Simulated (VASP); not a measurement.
Output of a VASP run:

### OSZICAR
```
       N       E                     dE             d eps       ncg     rms          rms(c)
DAV:   1     0.691259319220E+02    0.69126E+02   -0.78592E+03   926   0.145E+03
DAV:   2    -0.330784367162E+01   -0.72434E+02   -0.69808E+02   995   0.270E+02
DAV:   3    -0.816560574866E+01   -0.48578E+01   -0.48386E+01  1180   0.670E+01
DAV:   4    -0.824862408869E+01   -0.83018E-01   -0.82997E-01   978   0.977E+00
DAV:   5    -0.825114735840E+01   -0.25233E-02   -0.25232E-02  1203   0.151E+00    0.316E+00
DAV:   6    -0.817662650894E+01    0.74521E-01   -0.98314E-02  1183   0.605E+00    0.186E+00
DAV:   7    -0.815001926657E+01    0.26607E-01   -0.51502E-02  1083   0.229E+00    0.369E-01
DAV:   8    -0.815002899166E+01   -0.97251E-05   -0.52763E-03  1191   0.106E+00    0.950E-02
DAV:   9    -0.815030085606E+01   -0.27186E-03   -0.47460E-04   991   0.193E-01    0.334E-02
DAV:  10    -0.815030242173E+01   -0.15657E-05   -0.22589E-05  1146   0.422E-02    0.795E-03
DAV:  11    -0.815031267891E+01   -0.10257E-04   -0.12335E-05   985   0.274E-02    0.353E-03
DAV:  12    -0.815031297318E+01   -0.29427E-06   -0.54056E-07   750   0.763E-03
   1 F= -.81503130E+01 E0= -.81502826E+01  d E =-.815031E+01
```

**OUTCAR**
```
------------------------ aborting loop because EDIFF is reached ----------------------------------------
  FORCE on cell =-STRESS in cart. coord.  units (eV):
  Direction    XX          YY          ZZ          XY          YZ          ZX
  --------------------------------------------------------------------------------------
  Total       -0.0004264     -0.0004264     -0.0004264      0.0000000      0.0000000      0.0000000
  in kB       -0.0119896     -0.0119896     -0.0119896      0.0000000      0.0000000      0.0000000
  external PRESSURE =      -0.0119896 kB  Pullay stress =       0.0000000 kB
  volume of cell :       56.98
      direct lattice vectors                 reciprocal lattice vectors
     0.000000000  3.054208948  3.054208948    -0.163708511  0.163708511  0.163708511
     3.054208948  0.000000000  3.054208948     0.163708511 -0.163708511  0.163708511
     3.054208948  3.054208948  0.000000000     0.163708511  0.163708511 -0.163708511
  FREE ENERGIE OF THE ION-ELECTRON SYSTEM (eV)
  ---------------------------------------------------
  free  energy   TOTEN  =        -8.1503129732 eV

  energy  without entropy=       -8.1502218758  energy(sigma->0) =       -8.15028261

 reached required accuracy - stopping structural energy minimisation
```
(Selected blocks of OUTCAR.)

### POSCAR
```
GaSb
1
    0.0000000000     3.0542089479     3.0542089479
    3.0542089479     0.0000000000     3.0542089479
    3.0542089479     3.0542089479     0.0000000000
Ga Sb
1 1
Direct
  0.0000000000   0.0000000000   0.0000000000
  0.2500000000   0.2500000000   0.2500000000
```

Question: Reconstruct the remaining input files.

Answer: One answer among several that fit: the input of the run itself, PBEsol GGA, plane waves, VASP's PBE PAW potentials (set 64).

File KPOINTS:
```
Automatic
0
gamma
 9 9 9
0 0 0
```

INCAR:
```
# general
SYSTEM  = GaSb
PREC    = Accurate
ENCUT   = 400   # plane-wave cut-off (eV)
LREAL   = .FALSE.   # projection in real space or not
LASPH   = .TRUE.   # aspherical one-centre terms

# electronic loop
EDIFF   = 1E-6   # SCF stop (eV)
NELM    = 100   # most electronic steps
ALGO    = Normal   # blocked Davidson
LMAXMIX = 4

# smearing
ISMEAR  = 1   # Methfessel-Paxton
SIGMA   = 0.1   # width (eV)

# functional
GGA     = PS

# ions
IBRION  = 2   # conjugate gradients
NSW     = 60   # most ionic steps
ISIF    = 3
EDIFFG  = -0.01   # ionic stop

# output
LWAVE   = .FALSE.
LCHARG  = .FALSE.
```

POTCAR, in this order: Ga_d Sb (PBE.64 set). Program: vasp_std.

The structure was generated: GaSb was put into the zinc blende type (F-43m), which need not be its known phase. It was relaxed first. The start is the result of an earlier pass.
